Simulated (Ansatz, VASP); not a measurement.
# Cu2Te in two plane-wave programs, part 2 of 2

One calculation is typed for both programs; each brings its own data sets. How far apart do they land? The cell is generated by rule, not measured, and may not be a known phase. The cell is taken from a series of runs on this material, whose earlier steps may have relaxed, scaled, displaced or heated it; both programs get it as it stands.

VASP 6.6.1 and Ansatz 0.2.0.

So far. Step 3 (Ansatz: single point, PBEsol, pair 1): The run ends at a pressure of -0.61 GPa, with forces up to 0.21 eV/Å.

## 5. VASP: single point, PBEsol, pair 2

Level of this step: PBEsol, no spin polarisation; plane waves and PAW (Te, Cu); invented cell (VASP).

With cell and atoms fixed, the geometry can't cause a difference; cores, projectors, grids and the points listed under the comparison can.

The input, INCAR:

```
SYSTEM = Cu2Te
PREC = Accurate
ENCUT = 600
EDIFF = 1E-06
NELM = 120
ISMEAR = 0
SIGMA = 0.02
LREAL = .FALSE.
ALGO = Normal
GGA = PS
NBANDS = 69
LASPH = .TRUE.
LORBIT = 11
LWAVE = .FALSE.
LCHARG = .FALSE.
ISIF = 2
GGA_COMPAT = .FALSE.
EFERMI = MIDGAP
KPAR = 2
```

The input, POSCAR:

```
Cu2Te
1.0
    5.5475960802      5.5475960802      0.0000000000
    5.5475960802      0.0000000000      5.5475960802
    5.5475960802      0.0000000000     -5.5475960802
Te Cu
4 8
Direct
    0.0243534476      0.9878232762      0.0121767238
    0.9756465524      0.5121767238      0.4878232762
    0.5243534476      0.2378232762      0.7621767238
    0.4756465524      0.7621767238      0.2378232762
    0.3015542259      0.0850568601      0.9149431399
    0.1984457741      0.6649431399      0.3350568601
    0.7732221719      0.1133889140      0.8866110860
    0.7267778281      0.6366110860      0.3633889140
    0.3015542259      0.6133889140      0.9149431399
    0.1984457741      0.1366110860      0.3350568601
    0.8298862798      0.0850568601      0.3866110860
    0.6701137202      0.6649431399      0.8633889140
```

The input, KPOINTS:

```
Automatic mesh
0
Gamma
4 4 4
0 0 0
```

Potentials, in the order of the species: Te and Cu (PBE family, release 64).

Launch:

```bash
> mpirun -np 2 vasp_std
```

Numbers of over 12 decimals in the logs are rounded to 6 here.

Log:

```text
[banner, memory and clock lines left out]
running    2 mpi-ranks, on    1 nodes
[...]
[... a notice as in an earlier step ...]

 LDA part: xc-table for (Slater+PW92), standard interpolation
 POSCAR, INCAR and KPOINTS ok, starting setup
[...]
entering main loop
       N       E                     dE             d eps       ncg     rms          rms(c)
DAV:   1     0.996543162677E+03    0.99654E+03   -0.48432E+04  1794   0.205E+03
DAV:   2     0.856407086583E+02   -0.91090E+03   -0.88464E+03  1794   0.429E+02
DAV:   3    -0.391432103177E+02   -0.12478E+03   -0.11449E+03  2146   0.197E+02
DAV:   4    -0.482469361730E+02   -0.91037E+01   -0.89407E+01  2796   0.576E+01
[...]
DAV:  16    -0.440794570537E+02   -0.39865E-05   -0.45175E-05  2260   0.207E-01    0.124E-02
DAV:  17    -0.440794571435E+02   -0.89874E-07   -0.22271E-05  2732   0.765E-02    0.672E-03
DAV:  18    -0.440794567292E+02    0.41432E-06   -0.64112E-06  1916   0.293E-02
   1 F= -.44079457E+02 E0= -.44079457E+02  d E =0.000000E+00
```

From OUTCAR (step 5):

```text
  Total       -1.7519470     -1.7519470     -1.7519470      0.1553192     -0.1553192     -0.1553192
  in kB       -8.2202885     -8.2202885     -8.2202885      0.7287712     -0.7287712     -0.7287712
  external PRESSURE =      -8.2202885 kB  Pullay stress =       0.0000000 kB

 POSITION                                       TOTAL-FORCE (eV/Angst)
 -----------------------------------------------------------------------------------
      5.68270      0.13510      5.41249         0.124511      0.124511     -0.124511
     10.96009      5.41249      0.13510         0.013992      0.013992     -0.013992
      8.45650      2.90890     -2.90890        -0.013992     -0.013992      0.013992
      8.18629      2.63869      2.90890        -0.124511     -0.124511      0.124511
      7.22050      1.67290     -4.60387         0.104675      0.104675     -0.236935
      6.64849      1.10090      1.83008        -0.104675     -0.104675      0.236935
      9.83712      4.28952     -4.28952         0.048903      0.048903     -0.048903
      9.57947      4.03187      1.51573        -0.048903     -0.048903      0.048903
     10.15147      1.67290     -1.67290         0.236935      0.104675     -0.104675
      3.71752      1.10090     -1.10090        -0.236935     -0.104675      0.104675
      7.22050      4.60387     -1.67290         0.104675      0.236935     -0.104675
     12.19609      3.71752     -1.10090        -0.104675     -0.236935      0.104675
 -----------------------------------------------------------------------------------
    total drift:                                0.000000      0.000000     -0.000000

  FREE ENERGIE OF THE ION-ELECTRON SYSTEM (eV)
  ---------------------------------------------------
  free  energy   TOTEN  =       -44.0794567292 eV

  energy  without entropy=      -44.0794567292  energy(sigma->0) =      -44.07945673

[... 2 parts as in an earlier step ...]

[... 1 further part left out ...]
[key lines of the parts left out:]
E-fermi :   2.9800
```

The run ends at a pressure of -0.82 GPa, with forces up to 0.28 eV/Å.

## 6. Ansatz: single point, PBEsol, pair 2

The same cell, functional, mesh and smearing now go to Ansatz, which takes its cutoff from its data sets.

The cell is taken from a series of runs on this material, whose earlier steps may have relaxed, scaled, displaced or heated it; both programs get it as it stands.

The input, input.yaml:

```yaml
crystal:
  lattice:
    - [5.5475960802, 5.5475960802, 0.0]
    - [5.5475960802, 0.0, 5.5475960802]
    - [5.5475960802, 0.0, -5.5475960802]
  atoms:
    - { symbol: Te, position: [0.0243534476, -0.0121767238, 0.0121767238] }
    - { symbol: Te, position: [-0.0243534476, 0.5121767238, 0.4878232762] }
    - { symbol: Te, position: [0.5243534476, 0.2378232762, 0.7621767238] }
    - { symbol: Te, position: [0.4756465524, 0.7621767238, 0.2378232762] }
    - { symbol: Cu, position: [0.3015542259, 0.0850568601, 0.9149431399] }
    - { symbol: Cu, position: [0.1984457741, 0.6649431399, 0.3350568601] }
    - { symbol: Cu, position: [0.7732221719, 0.113388914, 0.886611086] }
    - { symbol: Cu, position: [0.7267778281, 0.636611086, 0.363388914] }
    - { symbol: Cu, position: [0.3015542259, 0.613388914, 0.9149431399] }
    - { symbol: Cu, position: [0.1984457741, 0.136611086, 0.3350568601] }
    - { symbol: Cu, position: [0.8298862798, 0.0850568601, 0.386611086] }
    - { symbol: Cu, position: [0.6701137202, 0.6649431399, 0.863388914] }
kpoints:
  mp_grid: { grid: [4, 4, 4] }
hamiltonian:
  xc: pbesol
scf:
  occupations: { method: gaussian, width: 0.02 }
output:
  forces: true
  stress: true
  eigenvalues: true
```

Launch:

```bash
> ansatz run input.yaml --threads 8 --pin off --max-ram 14336MiB --backend cpu --events-out ev --progress --plain --runs-dir out
```

Log:

```text
[...]
Crystal: 12 atoms, lattice volume = 341.464 Å³
Basis set: ecut = 420 eV, 6615 PW (Γ), exchange–correlation on 108×108×108 points (8 copies of the dense FFT grid, shifted against one another)
Bands: 130, of which v1, the nominal top of the filled ones, is band 108 counted from 1 (107 counted from 0)
Symmetry: 12 space group operations
[...]
k-points: 13 of 64
[...]
k-point 0: bands = [... 104 lower, 5.2471, 5.3906, 5.3961, 5.3961, 7.4553, 7.4944, 7.4944, 9.6730, ... 13 higher]
  k-point 1: bands = [... 104 lower, 5.1069, 5.3148, 5.4939, 5.5506, 7.7785, 8.0025, 8.0816, 8.7787, ... 13 higher]
  k-point 2: bands = [... 104 lower, 5.1135, 5.3285, 5.7531, 5.7926, 8.1417, 8.2792, 8.7064, 8.8747, ... 13 higher]
  k-point 12: bands = [... 104 lower, 5.3160, 5.3232, 5.3232, 5.4409, 7.7123, 8.6238, 8.6238, 9.0778, ... 13 higher]
[key lines of the parts left out:]
SCF converged after 10 iterations
Free energy (F): -80311.510777 eV
Fermi energy:    6.624097 eV
P = ⅓ Tr σ = -0.9285 GPa (-9.285 kbar)
```

The run ends at a pressure of -0.93 GPa, with forces up to 0.28 eV/Å.

## 7. Differences

What differs besides the data sets and the points named for the pairs above, as far as they apply: the data sets hold 216 valence electrons in Ansatz (on its default PAW (the set named soft_2) files) and 112 in VASP. Total energies have different zeros and are not compared.

Both answers:

```tsv
quantity	Ansatz	VASP	difference
pressure (GPa)	-0.93	-0.82	-0.11
gap on the k mesh (eV)	1.663	1.673	-0.011
```

Forces on 9 of the 12 atoms, those with the largest forces and the largest differences (eV/Å; atoms numbered as in POSCAR):

```tsv
atom	Ansatz x, y, z	VASP x, y, z
Te2	0.009, 0.009, -0.009	0.014, 0.014, -0.014
Te3	-0.009, -0.009, 0.009	-0.014, -0.014, 0.014
Te4	-0.129, -0.129, 0.129	-0.125, -0.125, 0.125
Cu5	0.106, 0.106, -0.240	0.105, 0.105, -0.237
Cu6	-0.106, -0.106, 0.240	-0.105, -0.105, 0.237
Cu9	0.240, 0.106, -0.106	0.237, 0.105, -0.105
Cu10	-0.240, -0.106, 0.106	-0.237, -0.105, 0.105
Cu11	0.106, 0.240, -0.106	0.105, 0.237, -0.105
Cu12	-0.106, -0.240, 0.106	-0.105, -0.237, 0.105
```

The forces differ by 3.0 meV/Å r.m.s., which is 2.4 % of the r.m.s. force of 0.127 eV/Å (both taken over all components). A gap on the mesh is an upper bound, since the band edges may lie between its points.

## 8. Ansatz: single point, PBEsol, pair 3

With cell and atoms fixed, the geometry can't cause a difference; cores, projectors, grids and the points listed under the comparison can.

The cell is taken from a series of runs on this material, whose earlier steps may have relaxed, scaled, displaced or heated it; both programs get it as it stands.

The input, input.yaml:

```yaml
crystal:
  lattice:
    - [5.5475960802, 5.5475960802, 0.0]
    - [5.5475960802, 0.0, 5.5475960802]
    - [5.5475960802, 0.0, -5.5475960802]
  atoms:
    - { symbol: Te, position: [0.0, 0.001889302, 0.0] }
    - { symbol: Te, position: [0.0, 0.498110698, 0.5] }
    - { symbol: Te, position: [0.5, 0.251889302, 0.75] }
    - { symbol: Te, position: [0.5, 0.748110698, 0.25] }
    - { symbol: Cu, position: [0.247802044, 0.1289994954, 0.876098978] }
    - { symbol: Cu, position: [0.252197956, 0.6210005046, 0.373901022] }
    - { symbol: Cu, position: [0.75, 0.1300984734, 0.875] }
    - { symbol: Cu, position: [0.75, 0.6199015266, 0.375] }
    - { symbol: Cu, position: [0.252197956, 0.6268015394, 0.873901022] }
    - { symbol: Cu, position: [0.247802044, 0.1231984606, 0.376098978] }
    - { symbol: Cu, position: [0.75, 0.1300984734, 0.375] }
    - { symbol: Cu, position: [0.75, 0.6199015266, 0.875] }
kpoints:
  mp_grid: { grid: [4, 4, 4] }
hamiltonian:
  xc: pbesol
scf:
  occupations: { method: gaussian, width: 0.02 }
output:
  forces: true
  stress: true
  eigenvalues: true
```

Log:

```text
[...]
Crystal: 12 atoms, lattice volume = 341.464 Å³
Basis set: ecut = 420 eV, 6615 PW (Γ), exchange–correlation on 108×108×108 points (8 copies of the dense FFT grid, shifted against one another)
Bands: 130, of which v1, the nominal top of the filled ones, is band 108 counted from 1 (107 counted from 0)
Symmetry: 8 space group operations
[...]
k-points: 18 of 64
[...]
k-point 0: bands = [... 104 lower, 5.1130, 5.4317, 5.4321, 5.4323, 7.4674, 7.4677, 7.5540, 9.5601, ... 13 higher]
  k-point 1: bands = [... 104 lower, 5.1942, 5.1950, 5.2413, 5.4488, 8.0910, 8.0929, 8.2118, 8.5511, ... 13 higher]
  k-point 2: bands = [... 104 lower, 5.1281, 5.1281, 5.4772, 5.4772, 8.8337, 8.8337, 9.0819, 9.0819, ... 13 higher]
  k-point 17: bands = [... 104 lower, 5.3295, 5.3367, 5.3712, 5.3723, 7.8382, 7.8391, 8.9029, 8.9205, ... 13 higher]
[key lines of the parts left out:]
SCF converged after 10 iterations
Free energy (F): -80310.957011 eV
Fermi energy:    6.472641 eV
P = ⅓ Tr σ = -0.0207 GPa (-0.207 kbar)
```

The run ends at a pressure of -0.02 GPa, with forces up to 0.014 eV/Å.

## 9. VASP: single point, PBEsol, pair 3

The same cell, functional, mesh and smearing now go to VASP, with its own data sets.

INCAR is that of step 5.

The input, POSCAR:

```
Cu2Te
1.0
    5.5475960802      5.5475960802      0.0000000000
    5.5475960802      0.0000000000      5.5475960802
    5.5475960802      0.0000000000     -5.5475960802
Te Cu
4 8
Direct
    0.0000000000      0.0018893020      0.0000000000
    0.0000000000      0.4981106980      0.5000000000
    0.5000000000      0.2518893020      0.7500000000
    0.5000000000      0.7481106980      0.2500000000
    0.2478020440      0.1289994954      0.8760989780
    0.2521979560      0.6210005046      0.3739010220
    0.7500000000      0.1300984734      0.8750000000
    0.7500000000      0.6199015266      0.3750000000
    0.2521979560      0.6268015394      0.8739010220
    0.2478020440      0.1231984606      0.3760989780
    0.7500000000      0.1300984734      0.3750000000
    0.7500000000      0.6199015266      0.8750000000
```

KPOINTS is that of step 5.

Launch:

```bash
> mpirun -np 2 vasp_std
```

Log:

```text
[... set-up lines as in an earlier step ...]
 entering main loop
       N       E                     dE             d eps       ncg     rms          rms(c)
DAV:   1     0.992819980468E+03    0.99282E+03   -0.48322E+04  2484   0.205E+03
DAV:   2     0.845687295151E+02   -0.90825E+03   -0.88292E+03  2484   0.430E+02
DAV:   3    -0.383058654161E+02   -0.12287E+03   -0.11258E+03  2938   0.197E+02
DAV:   4    -0.472573714490E+02   -0.89515E+01   -0.88042E+01  3872   0.570E+01
[...]
DAV:  15    -0.435309886154E+02    0.44327E-05   -0.81874E-05  3056   0.133E-01    0.788E-03
DAV:  16    -0.435309875905E+02    0.10249E-05   -0.74481E-06  2576   0.669E-02    0.308E-03
DAV:  17    -0.435309873359E+02    0.25461E-06   -0.16795E-06  1584   0.283E-02
   1 F= -.43530987E+02 E0= -.43530987E+02  d E =0.000000E+00
```

OUTCAR, selected parts (step 9):

```text
  Total        0.2101648      0.2067439      0.2101648      0.0000000      0.0000000      0.0010295
  in kB        0.9861118      0.9700607      0.9861118      0.0000000      0.0000000      0.0048306
  external PRESSURE =       0.9807614 kB  Pullay stress =       0.0000000 kB

 POSITION                                       TOTAL-FORCE (eV/Angst)
 -----------------------------------------------------------------------------------
      0.01048      0.00000      0.01048         0.006636     -0.000458      0.006636
      5.53711      0.00000     -0.01048        -0.006636     -0.000458     -0.006636
      8.33188      2.77380     -2.76332         0.006636      0.000458      0.006636
      8.31091      2.77380      2.76332        -0.006636      0.000458     -0.006636
      6.95059      1.37471     -4.14461         0.005964     -0.004616      0.005964
      6.91840      1.39909      1.37081        -0.005964      0.004616     -0.005964
      9.73658      4.16070     -4.13241         0.009377     -0.000000      0.009377
      9.68001      4.16070      1.35861        -0.009377     -0.000000     -0.009377
      9.72438      1.39909     -1.37081         0.005964      0.004616      0.005964
      4.14461      1.37471     -1.40299        -0.005964     -0.004616     -0.005964
      6.96278      4.16070     -1.35861         0.009377     -0.000000      0.009377
     12.45381      4.16070     -1.41518        -0.009377     -0.000000     -0.009377
 -----------------------------------------------------------------------------------
    total drift:                               -0.000000      0.000000     -0.000000

  FREE ENERGIE OF THE ION-ELECTRON SYSTEM (eV)
  ---------------------------------------------------
  free  energy   TOTEN  =       -43.5309873359 eV

  energy  without entropy=      -43.5309873359  energy(sigma->0) =      -43.53098734

[... 1 part as in an earlier step ...]

[... 2 further parts left out ...]
[key lines of the parts left out:]
E-fermi :   2.8303
```

The run ends at a pressure of 0.10 GPa, with forces up to 0.013 eV/Å.

## 10. Differences

What differs besides the data sets and the points named for the pairs above, as far as they apply: the data sets hold 216 valence electrons in Ansatz (on its default PAW (the set named soft_2) files) and 112 in VASP. Total energies have different zeros and are not compared.

Compared:

```tsv
quantity	Ansatz	VASP	difference
pressure (GPa)	-0.02	0.10	-0.12
gap on the k mesh (eV)	1.990	1.999	-0.009
```

A gap on the mesh is an upper bound, since the band edges may lie between its points.

## 11. Results

```yaml
r_m_s_force_difference_single_point_pbesol_pair_1: 2.4 meV/Å
r_m_s_force_difference_single_point_pbesol_pair_2: 3.0 meV/Å
difference_in_gap_on_the_k_mesh_single_point_pbesol_pair_3: -0.0093 eV
```

What this shows: The r.m.s. force difference is 3.0 meV/Å (single point, PBEsol, pair 2), within the 12 meV/Å picked in this series as the mark of a large difference. The data sets hold unlike numbers of valence electrons (216 in Ansatz and 112 in VASP), so part of the differences comes from the potentials. 2 further runs of this series are not shown here. Such differences can come from data sets, numerical settings and the points named under the comparisons, not from the functional's error against experiment.

[Lines on the potential files, build, host, timing and source positions are cut from VASP's logs without a mark.]

[Logs are printed without paths, hosts, clocks, repeated set-up lines and the standing remarks that a program may print on its own settings, such as how far it seeks lower states.]

[Hosts, paths, dates, database ids (printed as entryN), source tags and the programs' standing remarks are cut or masked in the printed files.]
